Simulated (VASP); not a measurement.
Data:

```
CELL_PARAMETERS angstrom
      0.00000     1.70948     1.70948
      1.70948     0.00000     1.70948
      1.70948     1.70948     0.00000
ATOMIC_POSITIONS crystal
  Ni 0.00000 0.00000 0.00000
```

All values below come from LDA (Ceperley-Alder, Perdew-Zunger) with spin-orbit coupling, VASP's LDA PAW potentials (set 64) (plane waves; VASP). Run with 400 eV cut-off, 16×16×16 Γ-centred mesh, Gaussian smearing of 0.050 eV, potentials Ni. Starting moments (MAGMOM): 0 0 0.6.

Q: Estimate the energy per atom (σ→0), band gap (over mesh and band path) with the smallest direct gap where there is one.

A: 
| Quantity | Result |
|---|---|
| band gap (over mesh and band path) | none (metal, semimetal or under 0.01 eV) |
| energy per atom (σ→0) | -6.593 eV/atom |

The compound is Ni in the fcc structure. It was relaxed first, which changed the volume by -8 %.
